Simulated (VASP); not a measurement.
VB4Os:

```
Os V B
1.0
     2.87749    0.00000    0.00000
    -1.43874    2.49198    0.00000
     0.00000    0.00000    7.45371
Os V B
1 1 4
Direct
  0.33333 0.66667 0.50000
  0.00000 0.00000 0.00000
  0.00000 0.00000 0.29052
  0.33333 0.66667 0.20308
  0.33333 0.66667 0.79692
  0.00000 0.00000 0.70948
```

The cell comes from a database or a generator and needn't be the stable form of this composition.

| Item | Value |
| --- | --- |
| Program | VASP 6.6.1 |
| Task | single point |
| Functional | PBE |
| Potentials or basis | VASP PAW PBE potentials, release 64 (Os, V_sv, B) |
| Cutoff | 520 eV |
| k mesh | 11 × 11 × 4 |
| Occupations | fermi-dirac, width 0.05 eV |
| Spin | collinear spin, ferromagnetic start |
| Starting moments | [1.0, 2.0, 0.0, 0.0, 0.0, 0.0] μB |

On this cell: pressure -0.2 GPa; largest force 0.060 eV/Å; net moment 0.00 μB per cell; band gap on the k mesh none (metal or under the smearing width).

The same run follows on a disturbed copy (atoms moved at random, drawn with an rms of 0.05 Å):

```
CELL_PARAMETERS angstrom
2.87749 0.00000 0.00000
-1.43874 2.49198 0.00000
0.00000 0.00000 7.45371
ATOMIC_POSITIONS crystal
Os 0.33516 0.67095 0.49438
V 0.01514 0.00940 0.99828
B 0.99001 0.98430 0.28460
B 0.34994 0.67475 0.19741
B 0.31026 0.65128 0.78823
B 0.00707 0.01054 0.70263
```

Question: What changes?

Answer: The energy (extrapolated to zero smearing) moves by +13.5 meV/atom; pressure 0.8 GPa; largest force 0.964 eV/Å; net moment 0.00 μB per cell; band gap on the k mesh none (metal or under the smearing width).

Forces on the atoms (eV/Å):
```
Os   0.015 -0.208  0.046
V   -0.245 -0.257 -0.682
B    0.481  0.696  0.151
B   -0.441 -0.367 -0.012
B    0.402  0.697  0.531
B   -0.211 -0.560 -0.035
```

Stress tensor (GPa, compression positive):
```
 0.39 -0.05  0.97
-0.05  0.86  1.12
 0.97  1.12  1.26
```
